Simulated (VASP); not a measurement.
## GW-BSE spectrum of CaO (Lime)

Wanted: the lowest vertical excitons of CaO (Lime) and its absorption. The cell is of the rock-salt type, one of the forms listed for this formula. The start is a cell from a database of measured crystal structures.

Main program and level: VASP 6.6.1; PBE; plane waves and PAW (Ca_sv_GW, O_GW), in the first sound run; inputs show where later runs differ.

## 1. The starting structure

The structure is cubic, space group Fm-3m (No. 225). Conventional cell: a = 4.813 Å, b = 4.813 Å, c = 4.813 Å, α = 90.00°, β = 90.00°, γ = 90.00°. Nearest to Ca lie 6 O at 2.41 Å. O has 6 Ca at 2.41 Å nearest. Farther neighbours and most contacts between anions are not listed.

Structure file:

```cif
data_structure
_symmetry_space_group_name_H-M 'P 1'
_symmetry_Int_Tables_number 1
_cell_length_a 3.4033
_cell_length_b 3.4033
_cell_length_c 3.4033
_cell_angle_alpha 60.000
_cell_angle_beta 60.000
_cell_angle_gamma 60.000
_cell_volume 27.87
loop_
_atom_site_label
_atom_site_type_symbol
_atom_site_fract_x
_atom_site_fract_y
_atom_site_fract_z
_atom_site_occupancy
Ca1 Ca 0.00000 0.00000 0.00000 1
O2 O 0.50000 0.50000 0.50000 1
```

## 2. Ground state

The orbitals come from a self-consistent PBE run with a tight EDIFF and a narrow smearing. KPOINTS_OPT adds the bands along a path, which shows whether the mesh holds the band edges.

Contents of INCAR:

```
SYSTEM = CaO
PREC = Accurate
ENCUT = 440
EDIFF = 1E-08
NELM = 100
ISMEAR = 0
SIGMA = 0.01
LREAL = .FALSE.
ALGO = Normal
GGA = PE
NBANDS = 14
LORBIT = 11
LWAVE = .TRUE.
LCHARG = .FALSE.
KPAR = 8
```

Contents of POSCAR:

```
CaO
1.0
    0.0000000000      2.4065000000      2.4065000000
    2.4065000000      0.0000000000      2.4065000000
    2.4065000000      2.4065000000      0.0000000000
Ca O
1 1
Direct
    0.0000000000      0.0000000000      0.0000000000
    0.5000000000      0.5000000000      0.5000000000
```

Contents of KPOINTS:

```
Automatic mesh
0
Gamma
6 6 6
0 0 0
```

Contents of KPOINTS_OPT:

```
Line mode
12
Line-mode
Reciprocal
  0.00000000   0.00000000   0.00000000 GAMMA
  0.50000000   0.00000000   0.50000000 X

  0.50000000   0.00000000   0.50000000 X
  0.50000000   0.25000000   0.75000000 W

  0.50000000   0.25000000   0.75000000 W
  0.37500000   0.37500000   0.75000000 K

  0.37500000   0.37500000   0.75000000 K
  0.00000000   0.00000000   0.00000000 GAMMA

  0.00000000   0.00000000   0.00000000 GAMMA
  0.50000000   0.50000000   0.50000000 L

  0.50000000   0.50000000   0.50000000 L
  0.62500000   0.25000000   0.62500000 U

  0.62500000   0.25000000   0.62500000 U
  0.50000000   0.25000000   0.75000000 W

  0.50000000   0.25000000   0.75000000 W
  0.50000000   0.50000000   0.50000000 L

  0.50000000   0.50000000   0.50000000 L
  0.37500000   0.37500000   0.75000000 K

  0.62500000   0.25000000   0.62500000 U
  0.50000000   0.00000000   0.50000000 X
```

PAW data sets: Ca_sv_GW and O_GW (PBE family, release 64).

Run with:

```console
> mpirun -np 8 vasp_std
```

The log of the run:

```text
[banner, memory and clock lines left out]
running    8 mpi-ranks, on    1 nodes
 distrk:  each k-point on    1 cores,    8 groups
 distr:  one band on    1 cores,    1 groups

 POSCAR found type information on POSCAR CaO
 POSCAR found :  2 types and       2 ions
|                                                                             |
|           W    W    AA    RRRRR   N    N  II  N    N   GGGG   !!!           |
|           W    W   A  A   R    R  NN   N  II  NN   N  G    G  !!!           |
|           W    W  A    A  R    R  N N  N  II  N N  N  G       !!!           |
|           W WW W  AAAAAA  RRRRR   N  N N  II  N  N N  G  GGG   !            |
|           WW  WW  A    A  R   R   N   NN  II  N   NN  G    G                |
|           W    W  A    A  R    R  N    N  II  N    N   GGGG   !!!           |
|                                                                             |
|     For optimal performance we recommend to set                             |
|       NCORE = 2 up to number-of-cores-per-socket                            |
|     NCORE specifies how many cores store one orbital (NPAR=cpu/NCORE).      |
|     This setting can greatly improve the performance of VASP for DFT.       |
|     The default, NCORE=1 might be grossly inefficient on modern             |
|     multi-core architectures or massively parallel machines. Do your        |
|     Unfortunately you need to use the default for GW and RPA                |
|     calculations (for HF NCORE is supported but not extensively tested      |
|     yet).                                                                   |
|                                                                             |

 LDA part: xc-table for (Slater+PW92), standard interpolation
 POSCAR, INCAR and KPOINTS ok, starting setup
 FFT: planning ... GRIDC
 FFT: planning ... GRID_SOFT
 FFT: planning ... GRID
 WAVECAR not read
 entering main loop
       N       E                     dE             d eps       ncg     rms          rms(c)
DAV:   1     0.161778058485E+03    0.16178E+03   -0.67428E+03   456   0.104E+03
DAV:   2    -0.103475206449E+02   -0.17213E+03   -0.15408E+03   554   0.439E+02
DAV:   3    -0.216919406329E+02   -0.11344E+02   -0.11041E+02   746   0.121E+02
DAV:   4    -0.218596270507E+02   -0.16769E+00   -0.16751E+00   604   0.142E+01
DAV:   5    -0.218606895964E+02   -0.10625E-02   -0.10619E-02   618   0.100E+00    0.127E+01
DAV:   6    -0.179740511190E+02    0.38866E+01   -0.11068E+01   756   0.444E+01    0.149E+01
DAV:   7    -0.178407039459E+02    0.13335E+00   -0.58909E-01   566   0.938E+00    0.731E+00
DAV:   8    -0.177706675214E+02    0.70036E-01   -0.18775E-01   598   0.606E+00    0.142E+00
DAV:   9    -0.177713408788E+02   -0.67336E-03   -0.12484E-02   712   0.180E+00    0.302E-01
DAV:  10    -0.177711403831E+02    0.20050E-03   -0.53022E-03   610   0.113E+00    0.843E-02
DAV:  11    -0.177710815551E+02    0.58828E-04   -0.25965E-04   544   0.292E-01    0.337E-02
DAV:  12    -0.177711022647E+02   -0.20710E-04   -0.82923E-05   598   0.116E-01    0.311E-02
DAV:  13    -0.177711008001E+02    0.14646E-05   -0.98244E-06   650   0.531E-02    0.178E-02
DAV:  14    -0.177711009807E+02   -0.18064E-06   -0.52259E-07   670   0.118E-02    0.385E-03
DAV:  15    -0.177711011603E+02   -0.17955E-06   -0.12880E-07   582   0.366E-03    0.268E-03
DAV:  16    -0.177711010909E+02    0.69324E-07   -0.39888E-09   296   0.866E-04    0.117E-03
DAV:  17    -0.177711010545E+02    0.36413E-07   -0.89785E-10   278   0.628E-04    0.207E-04
DAV:  18    -0.177711010463E+02    0.82671E-08   -0.65275E-10   254   0.412E-04
   1 F= -.17771101E+02 E0= -.17771101E+02  d E =-.123404E-27
 Start KPOINTS_OPT (optional k-point list driver)
k-point batch [1-16\120]
       N       E                     dE             ncg
DAV:   1     0.784956963011E+03   -0.52866E+04      448
DAV:   2    -0.206704352174E+04   -0.28520E+04      538
DAV:   3    -0.235550573446E+04   -0.28846E+03      794
DAV:   4    -0.236256596796E+04   -0.70602E+01      596
DAV:   5    -0.236262508462E+04   -0.59117E-01      602
DAV:   6    -0.236262716013E+04   -0.20755E-02      596
DAV:   7    -0.236262719343E+04   -0.33299E-04      632
DAV:   8    -0.236262719442E+04   -0.99545E-06      596
DAV:   9    -0.236262719444E+04   -0.17796E-07      520
DAV:  10    -0.236262719444E+04   -0.75306E-09      314
[...]
k-point batch [113-120\120]
       N       E                     dE             ncg
DAV:   1     0.532085908056E+04   -0.51728E+04      224
DAV:   2     0.396161155708E+04   -0.13592E+04      290
DAV:   3     0.385500899663E+04   -0.10660E+03      384
DAV:   4     0.385342095288E+04   -0.15880E+01      270
DAV:   5     0.385338358565E+04   -0.37367E-01      344
DAV:   6     0.385338275343E+04   -0.83222E-03      270
DAV:   7     0.385338272417E+04   -0.29254E-04      344
DAV:   8     0.385338272359E+04   -0.58023E-06      270
DAV:   9     0.385338272358E+04   -0.11277E-07      312
DAV:  10     0.385338272358E+04   -0.45702E-09      172
 writing wavefunctions
```

Elapsed: 5.8 s, on 8 MPI ranks of AMD EPYC 7R43, shared host; peak memory 1 GiB.

The logs omit lines about the potential files and the build; timing stands in the text.

Parts of OUTCAR (step 2):

```text
ion  position               nearest neighbor table
   1  0.000  0.000  0.000-   2 2.41   2 2.41   2 2.41   2 2.41   2 2.41   2 2.41
   2  0.500  0.500  0.500-   1 2.41   1 2.41   1 2.41   1 2.41   1 2.41   1 2.41

  LATTYP: Found a face centered cubic cell.
 ALAT       =     4.8130000000

 Subroutine GETGRP returns: Found 48 space group operations
 (whereof 48 operations were pure point group operations)

The static configuration has the point symmetry O_h .

 Found     16 irreducible k-points:

   k-points           NKPTS =     16   k-points in BZ     NKDIM =     16   number of bands    NBANDS=     14

   dimension x,y,z NGX =    24 NGY =   24 NGZ =   24
   dimension x,y,z NGXF=    48 NGYF=   48 NGZF=   48

   ENCUT  =  440.0 eV  32.34 Ry    5.69 a.u.   5.82  5.82  5.82*2*pi/ulx,y,z

   NELECT =      16.0000    total number of electrons

 k-points in reciprocal lattice and weights: Automatic mesh
   0.00000000  0.00000000  0.00000000       0.005
   0.16666667  0.00000000  0.00000000       0.037
   0.33333333  0.00000000  0.00000000       0.037
   0.50000000  0.00000000  0.00000000       0.019
   0.16666667  0.16666667  0.00000000       0.028
   0.33333333  0.16666667  0.00000000       0.111
   0.50000000  0.16666667  0.00000000       0.111
  -0.33333333  0.16666667  0.00000000       0.111
  -0.16666667  0.16666667  0.00000000       0.056
[...]
-0.33333333  0.33333333  0.16666667       0.111
  -0.33333333  0.50000000  0.16666667       0.056

 average (electrostatic) potential at core
       1 -92.2568       2 -68.0014

 E-fermi :   4.6634

 k-point     1 :       0.0000    0.0000    0.0000
  band No.  band energies     occupation
    ...
      4     -13.8310      2.00000
      5     -10.9239      2.00000
      6       4.5894      2.00000
      7       4.5894      2.00000
      8       4.5894      2.00000
      9       9.2866      0.00000
     10      10.8150      0.00000
     11      10.8150      0.00000
     12      10.8150      0.00000
     13      12.3083      0.00000
    ...

 k-point     2 :       0.1667    0.0000    0.0000
  band No.  band energies     occupation
    ...
      4     -13.8452      2.00000
      5     -10.5718      2.00000
      6       3.7383      2.00000
      7       4.2441      2.00000
      8       4.2441      2.00000
      9      10.3854      0.00000
     10      10.7912      0.00000
     11      11.2683      0.00000
     12      11.2683      0.00000
     13      12.9265      0.00000
    ...

 k-point     3 :       0.3333    0.0000    0.0000
  band No.  band energies     occupation
    ...
      4     -13.8720      2.00000
      5     -10.0044      2.00000
      6       2.4912      2.00000
      7       3.6603      2.00000
      8       3.6603      2.00000
      9      11.1150      0.00000
     10      12.2946      0.00000
     11      12.3104      0.00000
     12      12.3104      0.00000
     13      14.2042      0.00000
    ...

  Total       -0.3065399     -0.3065399     -0.3065399      0.0000000     -0.0000000     -0.0000000
  in kB      -17.6201689    -17.6201689    -17.6201689      0.0000000     -0.0000000     -0.0000000
  external PRESSURE =     -17.6201689 kB  Pullay stress =       0.0000000 kB

  energy-cutoff  :      440.00
  volume of cell :       27.87
      direct lattice vectors                 reciprocal lattice vectors
     0.000000000  2.406500000  2.406500000    -0.207770621  0.207770621  0.207770621
     2.406500000  0.000000000  2.406500000     0.207770621 -0.207770621  0.207770621
     2.406500000  2.406500000  0.000000000     0.207770621  0.207770621 -0.207770621

 POSITION                                       TOTAL-FORCE (eV/Angst)
 -----------------------------------------------------------------------------------
      0.00000      0.00000      0.00000         0.000000     -0.000000      0.000000
      2.40650      2.40650      2.40650         0.000000      0.000000      0.000000
 -----------------------------------------------------------------------------------
    total drift:                                0.000000     -0.000000     -0.000000

  FREE ENERGIE OF THE ION-ELECTRON SYSTEM (eV)
  ---------------------------------------------------
  free  energy   TOTEN  =       -17.7711010463 eV

  energy  without entropy=      -17.7711010463  energy(sigma->0) =      -17.77110105

 total charge
# of ion       s       p       d       tot
------------------------------------------
    1        2.217   5.928   0.331   8.475
    2        1.534   3.413   0.000   4.947
--------------------------------------------------
tot          3.750   9.341   0.331  13.422

[... 3 further parts left out ...]
```

Numbers from this step:

```yaml
free_energy_toten: -17.77 eV
fermi_energy: 4.663 eV
pressure: -1.762 GPa
least_gap_on_mesh_and_path: 3.653 eV
least_direct_gap_on_mesh_and_path: 4.033 eV
```

The highest empty bands on the path are converged less tightly, to about 0.1 eV. Electronic bands along the path, in eV, zero at the valence-band top; v1 is the highest filled band, c1 the lowest empty one:

```csv
point,v3,v2,v1,c1,c2,c3,c4
Γ,0.00,0.00,0.00,4.70,6.23,6.23,6.23
0.45 of the way,-1.58,-0.27,-0.27,4.89,6.38,7.81,7.81
X,-1.31,-0.38,-0.38,3.65,8.02,8.87,9.51
0.45 of the way,-1.27,-0.78,-0.62,4.35,8.23,8.45,9.31
W,-1.27,-1.07,-1.07,6.31,6.31,8.36,9.51
0.45 of the way,-1.30,-1.17,-0.89,5.52,7.24,8.42,9.37
K,-1.33,-1.22,-0.78,5.14,7.97,8.53,9.02
0.45 of the way,-1.91,-0.99,-0.64,6.17,7.17,7.36,8.15
Γ,0.00,0.00,0.00,4.70,6.23,6.23,6.23
0.45 of the way,-1.34,-0.57,-0.57,6.19,6.57,7.03,7.03
L,-2.61,-1.18,-1.18,7.04,8.34,8.34,8.45
0.45 of the way,-2.23,-1.15,-1.08,6.67,7.32,8.49,9.06
U,-1.33,-1.22,-0.78,5.14,7.97,8.53,9.02
0.45 of the way,-1.31,-1.19,-0.86,5.41,7.42,8.45,9.31
W,-1.27,-1.07,-1.07,6.31,6.31,8.36,9.51
0.45 of the way,-1.95,-1.11,-1.03,6.68,6.72,8.82,8.84
L,-2.61,-1.18,-1.18,7.04,8.34,8.34,8.45
0.45 of the way,-2.23,-1.15,-1.08,6.67,7.32,8.49,9.06
K,-1.33,-1.22,-0.78,5.14,7.97,8.53,9.02
jump to U,-1.33,-1.22,-0.78,5.14,7.97,8.53,9.02
0.45 of the way,-1.29,-0.75,-0.53,4.16,8.24,8.83,9.17
X,-1.31,-0.38,-0.38,3.65,8.02,8.87,9.51
```

Of the projections kept (Ca, O), the largest for each band there; the rest of the weight can lie on other orbitals:

```csv
point,v3,v2,v1,c1,c2,c3,c4
Γ,O 0.99,O 0.99,O 0.99,Ca 0.78,Ca 1.00,Ca 1.00,Ca 1.00
X,O 0.88,O 0.96,O 0.96,Ca 1.00,Ca 0.89,Ca 1.00,Ca 1.00
W,O 0.82,O 0.88,O 0.88,Ca 0.82,Ca 0.82,Ca 0.92,Ca 1.00
K,O 0.82,O 0.87,O 0.89,Ca 0.86,Ca 0.81,Ca 0.89,Ca 1.00
Γ,O 0.99,O 0.99,O 0.99,Ca 0.78,Ca 1.00,Ca 1.00,Ca 1.00
L,O 0.67,O 0.83,O 0.83,Ca 0.68,Ca 0.93,Ca 0.93,Ca 0.64
```

The electronic bands as a text plot (rows in eV, shown from -2.6 to 6.2 only):

```
    6.0 |++ +        ++      +++++++++       +              +
    5.7 |  +           +       +              +  +
    5.3 | + +           ++      +   +          ++            +
    4.9 |+          +            + +
    4.6 |    +                    +                           +
    4.2 |     +    +
    3.8 |      ++++                                            ++
    3.5 |
    3.1 |
    2.7 |
    2.4 |
    2.0 |
    1.6 |
    1.3 |
    0.9 |
    0.5 |
    0.1 |*                       **
   -0.2 |*********             *** ***                          *
   -0.6 | *       **         ****   * *                       ***
   -1.0 |  *        ************     * **   ***********   *****
   -1.3 |   *   **********               ***********  ***********
   -1.7 |    ***              *       *       *     *       *
   -2.1 |                 ****         *    **       *     *
   -2.4 |                               ****          *****
         Γ       X    W  K        Γ      L     U  W     L   K|U X
```

The cell has a gap of 3.65 eV on mesh and path.

## 3. Empty bands

ALGO = Exact makes the empty bands from the converged ground state in one step. LOPTICS writes the k-derivatives of the orbitals (WAVEDER), which give the long-wavelength limit of the screening.

Contents of INCAR:

```
SYSTEM = CaO
PREC = Accurate
ENCUT = 440
ISMEAR = 0
SIGMA = 0.01
LREAL = .FALSE.
GGA = PE
NBANDS = 64
ALGO = Exact
NELM = 1
LWAVE = .TRUE.
LCHARG = .FALSE.
LOPTICS = .TRUE.
NEDOS = 1000
CSHIFT = 0.1
```

POSCAR is that of step 2.

KPOINTS is that of step 2.

Run with:

```console
> mpirun -np 8 vasp_std
```

The log of the run:

```text
[banner, memory and clock lines left out]
running    8 mpi-ranks, on    1 nodes
 distrk:  each k-point on    8 cores,    1 groups
 distr:  one band on    1 cores,    8 groups

 POSCAR found type information on POSCAR CaO
 POSCAR found :  2 types and       2 ions
 [... a notice as in an earlier step ...]

 LDA part: xc-table for (Slater+PW92), standard interpolation
 found WAVECAR, reading the header
  number of bands has changed, file:    14 present:    64
  trying to continue reading WAVECAR, but it might fail
 POSCAR, INCAR and KPOINTS ok, starting setup
 FFT: planning ... GRIDC
 FFT: planning ... GRID_SOFT
 FFT: planning ... GRID
 reading WAVECAR
 random initialization beyond band           14
 the WAVECAR file was read successfully
 initial charge from wavefunction
 entering main loop
       N       E                     dE             d eps       ncg     rms          rms(c)
DIA:   1    -0.177711010484E+02   -0.17771E+02    0.00000E+00     0   0.000E+00
   1 F= -.17771101E+02 E0= -.17771101E+02  d E =-.174609E-11
 writing wavefunctions
 optical routines
 imaginary and real dielectric function
 recalculating local potential from charge density
 direction            1
 direction            2
 direction            3
```

It took 3.8 s on 8 MPI ranks; peak memory 0.77 GiB; 25 s of CPU time.

From OUTCAR (step 3):

```text
The static configuration has the point symmetry O_h .

 Found     16 irreducible k-points:

   k-points           NKPTS =     16   k-points in BZ     NKDIM =     16   number of bands    NBANDS=     64

   NELECT =      16.0000    total number of electrons

 E-fermi :   4.6313

  Total       -0.3065706     -0.3065706     -0.3065706      0.0000000      0.0000000     -0.0000000
  in kB      -17.6219308    -17.6219308    -17.6219308      0.0000000      0.0000000     -0.0000000
  external PRESSURE =     -17.6219308 kB  Pullay stress =       0.0000000 kB

 POSITION                                       TOTAL-FORCE (eV/Angst)
 -----------------------------------------------------------------------------------
      0.00000      0.00000      0.00000         0.000000      0.000000      0.000000
      2.40650      2.40650      2.40650        -0.000000     -0.000000     -0.000000
 -----------------------------------------------------------------------------------
    total drift:                                0.000000     -0.000000     -0.000000

  FREE ENERGIE OF THE ION-ELECTRON SYSTEM (eV)
  ---------------------------------------------------
  free  energy   TOTEN  =       -17.7711010484 eV

  energy  without entropy=      -17.7711010484  energy(sigma->0) =      -17.77110105

 plasma frequency squared (from intraband transitions) (eV^2)
  --------------------------------------------------------------------------------------
       0.000       0.000       0.000
       0.000       0.000       0.000
       0.000       0.000       0.000

[... 14 parts as in an earlier step ...]
```

The gap is read on the k-mesh alone, so it is an upper bound where the band edges lie off the mesh.

A gap read on the k-mesh alone can miss the band edges.

This step gave:

```yaml
gap_on_the_k_mesh: 3.653 eV
least_direct_gap_on_the_k_mesh: 4.033 eV
```

WAVECAR now holds 64 bands for 16 electrons. Its independent-particle dielectric tensor has xx, yy, zz = 3.9, 3.9, 3.9 on this mesh, which isn't tested for convergence in mesh or bands and lacks local fields.

(Continued in part 2 of 3.)

[Lines on the potential files, build, host, timing and source positions are cut from VASP's logs without a mark.]

[Logs are printed without paths, hosts, clocks, repeated set-up lines and the standing remarks that a program may print on its own settings, such as how far it seeks lower states.]

[Hosts, paths, dates, database ids (printed as entryN), source tags and the programs' standing remarks are cut or masked in the printed files.]

[Pressures printed for these runs are not shown converged in the cutoff: they can be off by several GPa and have the wrong sign.]
